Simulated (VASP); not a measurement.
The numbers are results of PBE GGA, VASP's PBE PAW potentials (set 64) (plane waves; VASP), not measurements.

VASP input:

### POSCAR
```
TePt
1
    4.0552670000     0.0000000000     0.0000000000
    0.0000000000     4.0552670000     0.0000000000
    0.0000000000     0.0000000000     7.1405430000
Pt Te
2 2
Direct
  0.0000000000   0.5000000000   0.0000000000
  0.5000000000   0.0000000000   0.5000000000
  0.0000000000   0.0000000000   0.2500000000
  0.0000000000   0.0000000000   0.7500000000
```

### KPOINTS
```
Automatic mesh
0
Gamma
5 5 3
0 0 0
```

INCAR:
```
PREC = Low
EDIFF = 1E-6
ALGO = Normal
SIGMA = 0.05   # width (eV)
ISIF = 2
LCHARG = .FALSE.
LREAL = .FALSE.
NELM = 100   # most electronic steps
GGA = PE
ISMEAR = 0   # Gaussian
LWAVE = .FALSE.
ENCUT = 400   # plane-wave cut-off (eV)
LASPH = .TRUE.   # aspherical one-centre terms
SYSTEM = TePt
LMAXMIX = 6   # l cut-off of mixed one-centre charges
```

POTCAR, in this order: Pt Te (PBE.64 set). Program: vasp_std.

Unless said otherwise, spin-orbit coupling is left out, though it shifts the bands of the heavy elements here.

**Question.** What does the run give for the energy per atom (σ→0), pressure, band gap (on the k-mesh)?

**Answer.** 
energy per atom (σ→0): -4.829 eV/atom
band gap (on the k-mesh): none (metal, semimetal or under 0.01 eV)
pressure: -6.26 GPa

### OSZICAR
```
...
DAV:   8    -0.193169060557E+02    0.20157E-01   -0.94315E-02   584   0.233E+00    0.582E-01
DAV:   9    -0.193165410023E+02    0.36505E-03   -0.37019E-03   532   0.415E-01    0.481E-01
DAV:  10    -0.193163764102E+02    0.16459E-03   -0.19469E-03   556   0.259E-01    0.431E-02
DAV:  11    -0.193164002382E+02   -0.23828E-04   -0.14706E-04   600   0.758E-02    0.368E-02
DAV:  12    -0.193164109675E+02   -0.10729E-04   -0.10589E-05   532   0.213E-02    0.236E-02
DAV:  13    -0.193164173111E+02   -0.63436E-05   -0.85515E-06   512   0.173E-02    0.368E-03
DAV:  14    -0.193164175442E+02   -0.23313E-06   -0.73410E-07   356   0.616E-03
   1 F= -.19316418E+02 E0= -.19315910E+02  d E =-.101591E-02
```

The structure was generated: TePt was put into the PtS type (P4_2/mmc), which need not be its known phase. The cell was not relaxed at this level. The k-mesh is coarse (spacing up to 0.31 per Å, 2π included), so the numbers may not be converged in it. The run is one of a series of settings (PREC = Low against the base run), some of them coarse on purpose.
